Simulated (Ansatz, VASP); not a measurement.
# Cross-check of Si2As4W (WSi2As4 monolayer) between VASP and Ansatz, part 2 of 2

Wanted: the spread between two codes on one cell, functional and k mesh. The cell is taken from a series of runs on this material, whose earlier steps may have relaxed, scaled, displaced or heated it; both programs get it as it stands.

VASP 6.6.1 and Ansatz 0.2.0.

So far: Set-up; VASP: single point, PBE with D3(BJ).

## 3. Ansatz: single point, PBE with D3(BJ)

Level of this step: Ansatz beside VASP: Kohn-Sham DFT, plane waves, PBE with D3(BJ) (Ansatz).

Ansatz runs on its PAW soft_1 files.

The same cell, functional, mesh and smearing now go to Ansatz, which takes its cutoff from its data sets.

Contents of input.yaml:

```yaml
crystal:
  lattice:
    - [3.5636508627, 0.0, 0.0]
    - [-1.7818254314, 3.0862121773, 0.0]
    - [0.0, 0.0, 27.9467149639]
  atoms:
    - { symbol: As, position: [0.0, 0.0, 0.3220414282] }
    - { symbol: Si, position: [0.3333333333, 0.6666666667, 0.3623870301] }
    - { symbol: As, position: [0.3333333333, 0.6666666667, 0.4462376928] }
    - { symbol: W, position: [0.0, 0.0, 0.5] }
    - { symbol: As, position: [0.3333333333, 0.6666666667, 0.5537623072] }
    - { symbol: Si, position: [0.3333333333, 0.6666666667, 0.6376129699] }
    - { symbol: As, position: [0.0, 0.0, 0.6779585718] }
kpoints:
  mp_grid: { grid: [18, 18, 1] }
  band_path:
    path: [[0, 0, 0], [0.5, 0, 0], [0.33333333, 0.33333333, 0], [0, 0, 0]]
    npoints: 16
hamiltonian:
  xc: pbe
  dispersion: d3bj
  pseudopotentials: { kind: paw, azcp: { folder: soft_1 } }
scf:
  occupations: { method: fermi_dirac, width: 0.02585 }
  convergence: { dr2_threshold: 1.0e-10 }
efield:
  axis: 3
  dipole_correction: true
  ramp_position: 0.97
  ramp_width: 0.06
  amplitude: 0
output:
  dos: { projected: true, e_range: [-6, 5] }
  write_potential: true
  write_density: true
  volumetric_format: npy
  elf: true
```

Launch:

```console
$ ansatz run input.yaml --threads 4 --pin off --max-ram 6144MiB --backend cpu --events-out ev --progress --plain --runs-dir out
```

Numbers of over 12 decimals in the logs are rounded to 6 here.

Output:

```text
Engine: ansatz 0.2.0, aarch64-unknown-linux-gnu
Pseudopotentials: kind: paw
Pseudopotential: As, paw, valence charge 15, recommended cutoff 420 eV (normal), soft_1/As.paw.azcp
Pseudopotential: Si, paw, valence charge 4, recommended cutoff 420 eV (normal), soft_1/Si.paw.azcp
Pseudopotential: W, paw, valence charge 14, recommended cutoff 420 eV (normal), soft_1/W.paw.azcp
Functional definition: PBE
  parameter kappa = 0.804
  parameter beta = 0.066725
  exchange = pbe_x(kappa = kappa, mu = beta*pi^2/3)
  correlation = pbe_c(beta = beta)
Crystal: 7 atoms, lattice volume = 307.363 Å³
Basis set: ecut = 420 eV, 5919 PW (Γ)
Bands: 50, of which v1, the nominal top of the filled ones, is band 41 counted from 1 (40 counted from 0)
Symmetry: 6 space group operations
k-points: 37 of 324 (time reversal used)
Non-local potential: As, projectors of the file, l = 0: 2, l = 1: 2, l = 2: 3, l = 3: 1
Non-local potential: Si, projectors of the file, l = 0: 2, l = 1: 2, l = 2: 1
Non-local potential: W, projectors of the file, l = 0: 3, l = 1: 2, l = 2: 2, l = 3: 1
PAW form: soft (Blöchl's): semilocal exchange-correlation on the pseudo side does not see the compensation charge
PAW one-centre angular grid: As, 590 points (default); XC on 64 Gauss nodes
PAW one-centre angular grid: Si, 110 points (default); XC on 64 Gauss nodes
PAW one-centre angular grid: W, 590 points (default); XC on 64 Gauss nodes
Initial density: superposition of atomic densities (neutral atoms: chi_scale 0, normalization atom)
Initial wavefunctions: pseudopotential atomic-orbital guess
Functional: x = pbe(κ = 0.804, μ = 0.219515), c = pbe(β = 0.066725)
SCF iter   1: F=—  HF=-31085.512848 eV  |F-HF|=—  |Δ(HF+E_count)|=         —  Δρ=2.60e-2  dr2=3.12e0  ethr=3.10e-3  p=0.000 e·Å  D=9.99e-14 V/Å  ΔV_dip=-0.00 eV  dr2_dipole=3.06e-7  V_vac-E_F(+/−)=6.26/6.26 eV  ⟨swp⟩=9.1  Hψ=8244  notcnv=0
efield: sawtooth ramp at fractional position 0.9700 (set: `efield.ramp_position`, or a place that a band, a saddle search or an elastic batch's reference lends), width 0.0600; the density the first Hamiltonian is built on has a dipole p = 0.000 e·Å; the dipole correction subtracts the counter field D = 9.99e-14 V/Å, which shifts the + side's vacuum level by -0.00 eV against the − side's; the planar-averaged density in the ramp window peaks in size at 4.1e-7 e/Å³
preconditioner: auto → Resta (q_TF=auto, 2.189 Å⁻¹)  ε∞=3.1  [insulator: Δε(μ)=0.603 eV  Ē_g=8.478 eV  σ=0.026 eV  W_gap=1.00  n_scr=60 (ndim 8)  ℏωp=12.4 eV  f_vac=0.517  D(μ)=0.00/eV (n_scr^D=0)  ε∞_Penn≈3.1  vacuum switching on, ρ_ref=5.2e-3 e/Å³]
SCF iter   2: F=—  HF=-31085.074111 eV  |F-HF|=—  |Δ(HF+E_count)|=   4.39e-1  Δρ=1.54e-2  dr2=1.07e0  ethr=3.10e-3  p=0.000 e·Å  D=9.66e-5 V/Å  ΔV_dip=-0.00 eV  dr2_dipole=1.96e-6  V_vac-E_F(+/−)=4.55/4.56 eV  ⟨swp⟩=2.8  Hψ=2462  notcnv=0  defer=118
SCF iter   3: F=—  HF=-31085.019972 eV  |F-HF|=—  |Δ(HF+E_count)|=   5.41e-2  Δρ=8.62e-3  dr2=1.11e0  ethr=1.31e-3  p=-0.000 e·Å  D=-1.82e-4 V/Å  ΔV_dip=0.01 eV  dr2_dipole=6.18e-6  V_vac-E_F(+/−)=5.50/5.49 eV  ⟨swp⟩=3.6  Hψ=2861  notcnv=0  defer=113
SCF iter   4: F=—  HF=-31084.906969 eV  |F-HF|=—  |Δ(HF+E_count)|=   1.13e-1  Δρ=2.05e-3  dr2=2.98e-2  ethr=1.31e-3  p=0.000 e·Å  D=1.32e-4 V/Å  ΔV_dip=-0.00 eV  dr2_dipole=3.51e-6  V_vac-E_F(+/−)=4.46/4.47 eV  ⟨swp⟩=2.8  Hψ=2399  notcnv=0  defer=116
SCF iter   5: F=—  HF=-31084.905360 eV  |F-HF|=—  |Δ(HF+E_count)|=   1.61e-3  Δρ=7.81e-4  dr2=3.08e-3  ethr=3.64e-5  p=-0.000 e·Å  D=-2.02e-4 V/Å  ΔV_dip=0.01 eV  dr2_dipole=8.57e-6  V_vac-E_F(+/−)=4.46/4.45 eV  ⟨swp⟩=3.1  Hψ=2811  notcnv=0  defer=116
SCF iter   6: F=—  HF=-31084.906099 eV  |F-HF|=—  |Δ(HF+E_count)|=   7.39e-4  Δρ=3.64e-4  dr2=7.34e-4  ethr=3.76e-6  p=0.001 e·Å  D=4.05e-4 V/Å  ΔV_dip=-0.01 eV  dr2_dipole=3.35e-5  V_vac-E_F(+/−)=4.43/4.44 eV  ⟨swp⟩=2.2  Hψ=2725  notcnv=0  defer=116
SCF iter   7: F=—  HF=-31084.906414 eV  |F-HF|=—  |Δ(HF+E_count)|=   3.16e-4  Δρ=1.33e-4  dr2=4.27e-4  ethr=8.95e-7  p=-0.002 e·Å  D=-1.01e-3 V/Å  ΔV_dip=0.03 eV  dr2_dipole=2.06e-4  V_vac-E_F(+/−)=4.43/4.40 eV  ⟨swp⟩=2.8  Hψ=3194  notcnv=0  defer=116
SCF iter   8: F=—  HF=-31084.906423 eV  |F-HF|=—  |Δ(HF+E_count)|=   9.14e-6  Δρ=7.86e-5  dr2=1.73e-4  ethr=5.21e-7  p=0.001 e·Å  D=6.48e-4 V/Å  ΔV_dip=-0.02 eV  dr2_dipole=8.35e-5  V_vac-E_F(+/−)=4.40/4.41 eV  ⟨swp⟩=2.0  Hψ=2011  notcnv=0  defer=116
SCF iter   9: F=—  HF=-31084.906417 eV  |F-HF|=—  |Δ(HF+E_count)|=   5.94e-6  Δρ=3.49e-5  dr2=1.48e-5  ethr=2.11e-7  p=0.000 e·Å  D=1.69e-4 V/Å  ΔV_dip=-0.00 eV  dr2_dipole=5.69e-6  V_vac-E_F(+/−)=4.40/4.41 eV  ⟨swp⟩=1.9  Hψ=1837  notcnv=0  defer=116
SCF iter  10: F=—  HF=-31084.906422 eV  |F-HF|=—  |Δ(HF+E_count)|=   4.63e-6  Δρ=1.00e-5  dr2=6.59e-7  ethr=1.80e-8  p=0.000 e·Å  D=3.70e-5 V/Å  ΔV_dip=-0.00 eV  dr2_dipole=2.27e-7  V_vac-E_F(+/−)=4.40/4.40 eV  ⟨swp⟩=2.0  Hψ=2193  notcnv=0  defer=116
SCF iter  11: F=—  HF=-31084.906507 eV  |F-HF|=—  |Δ(HF+E_count)|=   8.49e-5  Δρ=2.71e-6  dr2=8.50e-8  ethr=8.03e-10  p=-0.000 e·Å  D=-3.78e-6 V/Å  ΔV_dip=0.00 eV  dr2_dipole=2.14e-12  V_vac-E_F(+/−)=4.40/4.40 eV  ⟨swp⟩=2.0  Hψ=2465  notcnv=0  defer=116
SCF iter  12: F=—  HF=-31084.906507 eV  |F-HF|=—  |Δ(HF+E_count)|=   1.39e-8  Δρ=1.28e-6  dr2=2.99e-8  ethr=1.04e-10  p=0.000 e·Å  D=5.31e-6 V/Å  ΔV_dip=-0.00 eV  dr2_dipole=1.28e-9  V_vac-E_F(+/−)=4.40/4.40 eV  ⟨swp⟩=3.1  Hψ=3524  notcnv=0  defer=116
SCF iter  13: F=—  HF=-31084.906507 eV  |F-HF|=—  |Δ(HF+E_count)|=   1.48e-9  Δρ=6.25e-7  dr2=6.60e-9  ethr=3.64e-11  p=-0.000 e·Å  D=-1.17e-7 V/Å  ΔV_dip=0.00 eV  dr2_dipole=1.00e-11  V_vac-E_F(+/−)=4.40/4.40 eV  ⟨swp⟩=2.0  Hψ=2126  notcnv=0  defer=116
SCF iter  14: F=—  HF=-31084.906507 eV  |F-HF|=—  |Δ(HF+E_count)|=  2.55e-10  Δρ=3.60e-7  dr2=1.69e-9  ethr=8.04e-12  p=-0.000 e·Å  D=-8.44e-8 V/Å  ΔV_dip=0.00 eV  dr2_dipole=1.85e-12  V_vac-E_F(+/−)=4.40/4.40 eV  ⟨swp⟩=2.0  Hψ=2078  notcnv=0  defer=116
SCF iter  15: F=—  HF=-31084.906507 eV  |F-HF|=—  |Δ(HF+E_count)|=  8.37e-11  Δρ=1.49e-7  dr2=1.72e-10  ethr=2.06e-12  p=0.000 e·Å  D=4.32e-8 V/Å  ΔV_dip=-0.00 eV  dr2_dipole=2.61e-14  V_vac-E_F(+/−)=4.40/4.40 eV  ⟨swp⟩=1.9  Hψ=1872  notcnv=0  defer=116
SCF iter  16: F=-31084.906507 eV  HF=-31084.906507 eV  |F-HF|=7.28e-12  |Δ(HF+E_count)|=  1.38e-10  Δρ=4.85e-8  dr2=3.10e-11  ethr=1.00e-12  p=0.000 e·Å  D=1.35e-7 V/Å  ΔV_dip=-0.00 eV  dr2_dipole=2.98e-12  V_vac-E_F(+/−)=4.40/4.40 eV  ⟨swp⟩=12.8  Hψ=6520  notcnv=0
SCF 1 converged in 16 iterations: F = -31084.906507 eV  dr2 = 3.10e-11
  greatest PAW one-centre occupation: 0.999 electrons in one spin orbital (limit 2), on the As atom at site 4 (counted from 0), in its partial waves of l = 2
NSCF: frozen V_eff on 49 k-points
efield: sawtooth ramp at fractional position 0.9700 (kept from the solve that this one continues, or follows in the run), width 0.0600; the density the first Hamiltonian is built on has a dipole p = 0.000 e·Å; the dipole correction subtracts the counter field D = 1.35e-7 V/Å, which shifts the + side's vacuum level by -0.00 eV against the − side's; the planar-averaged density in the ramp window peaks in size at 4.1e-7 e/Å³
WARN: The output density's exchange-correlation potential varies sharply where the density is thin. Do not read a vacuum level from v_tot or v_xc, or from such a field of the output density. On a cell that repeats whose density bears no net charge and no dipole along the vacuum's axis use v_es (v_loc + v_h of the components); under efield.dipole_correction with no amplitude use v_es + v_field, which holds any externa [...]
SCF converged after 16 iterations
Free energy (F): -31084.906507 eV
Harris-Foulkes:  -31084.906507 eV  (|F-HF|=7.28e-12)
Internal energy: -31084.906507 eV  (E = F + TS)
E sigma→0 (E₀):  -31084.906507 eV
Fermi energy:    2.430916 eV
Dipole field:    D = -0.000002 V/Å  (p = -0.000003 e·Å, saw-weighted, corrected)
Work function:   Φ+ = 4.3998 eV   Φ− = 4.3997 eV
Levels:          The Fermi level and band energies are counted from a zero that moves with the ramp; work functions are not
--- Per-component energies (eV) ---
  E_band       = -1799.471681
  E_kinetic    = 895.898640
  E_local      = -96664.614065  (includes V_loc(G=0)·N_el)
  E_nonlocal   = -1551.454985
  E_hartree    = 48379.673368
  E_xc         = -663.021724
  E_vxc        = -622.996709  (∫ρ·V_xc dr)
  E_paw        = -17655.332340  (= ΣΔE_a)
  E_vpaw       = -615.652378  (= ΣTr[D̂ρ^β])
  E_aug_tail   = 0.000193  (compensation charges beyond the density's cutoff)
  E_efield     = 0.000000  (sawtooth field / dipole correction)
  E_vefield    = 0.000000  (∫n·V_field dr)
  E_ewald      = 36176.483220
  E_disp       = -2.538814  (pairwise vdW)
  E_smearing   = -0.000000  (= −TS)
  E_closure    = -0.000000  (closes the sum)
  Σ components = -31084.906507   (vs F -31084.906507, Δ=0.00e0)
--- Band table (eV; the first three rows and the last of 37) ---
  k-point 0: bands = [... 37 lower, 1.4783, 1.5512, 1.5512, 1.7750, 4.7978, 4.8347, 4.8391, 4.8391, ... 5 higher]
  k-point 1: bands = [... 37 lower, 1.2879, 1.3821, 1.4622, 1.7976, 4.6649, 4.7621, 4.9306, 5.0889, ... 5 higher]
  k-point 2: bands = [... 37 lower, 1.1015, 1.1376, 1.2356, 1.7556, 4.3407, 4.3671, 5.1060, 5.1560, ... 5 higher]
  k-point 36: bands = [... 37 lower, -0.8104, 0.1862, 0.9486, 2.0449, 2.8358, 3.2060, 3.5962, 4.3001, ... 5 higher]
```

The column dr2 measures how far the density is from self-consistency, as an energy; F and HF (Harris–Foulkes) agree once it is small.

## 4. Side by side

Known differences besides the potentials themselves: the data sets hold 82 valence electrons in Ansatz (on its PAW soft_1 files) and 34 in VASP; the cutoff is 420 eV in Ansatz and 520 eV in VASP. Total energies have different zeros and are not compared.

Compared:

```
              quantity  Ansatz   VASP  difference
gap on the k mesh (eV)   0.791  0.792      -0.001
```

A gap on the mesh is an upper bound, since the band edges may lie between its points; neither run holds spin-orbit coupling, which can move the band edges of a compound of W. With vacuum in the cell, a pressure given here is an average over mostly empty space and none of the material.

## 5. Results

```yaml
difference_in_gap_on_the_k_mesh_single_point_pbe_with_d3_bj: -0.0012 eV
```

In words: The difference in gap on the k mesh is -0.0012 eV (single point, PBE with D3(BJ)), within the 0.08 eV picked in this series as the mark of a large difference. The data sets hold unlike numbers of valence electrons (82 in Ansatz and 34 in VASP), so part of the differences comes from the potentials. Such differences can come from data sets, numerical settings and the points named under the comparisons, not from the functional's error against experiment.

[Lines on the potential files, build, host, timing and source positions are cut from VASP's logs without a mark.]

[Logs are printed without paths, hosts, clocks, repeated set-up lines and the standing remarks that a program may print on its own settings, such as how far it seeks lower states.]

[Hosts, paths, dates, database ids (printed as entryN), source tags and the programs' standing remarks are cut or masked in the printed files.]
